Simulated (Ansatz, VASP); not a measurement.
# BeAu3: VASP beside Ansatz

```
Be Au
1.0
     4.10321    0.00000    0.00000
     0.00000    4.10321    0.00000
     0.00000    0.00000    4.10321
Be Au
1 3
Cartesian
  0.0000 0.0000 0.0000
  0.0000 2.0516 2.0516
  2.0516 0.0000 2.0516
  2.0516 2.0516 0.0000
```

The cell comes from a database or a generator and needn't be the stable form of this composition.

Alike in both runs: task single point; functional PBE; k mesh 6 × 6 × 6; no spin polarisation.

```csv
,VASP,Ansatz
version,VASP 6.6.1,Ansatz 0.2.0
potentials or method,"VASP PAW PBE potentials, release 64 (Be, Au)","plane waves, PAW"
plane-wave cutoff (eV),520,500
occupations,"methfessel-paxton of order 1, width 0.15 eV","cold, width 0.15 eV"
valence electrons in the cell,35,59
```

```csv
,VASP,Ansatz,Ansatz less VASP
pressure (GPa),-9.1,-8.9,+0.21
```

The two sets of potentials don't hold the same shells in valence.

The runs have no spin-orbit coupling, so splittings on Au are missing.
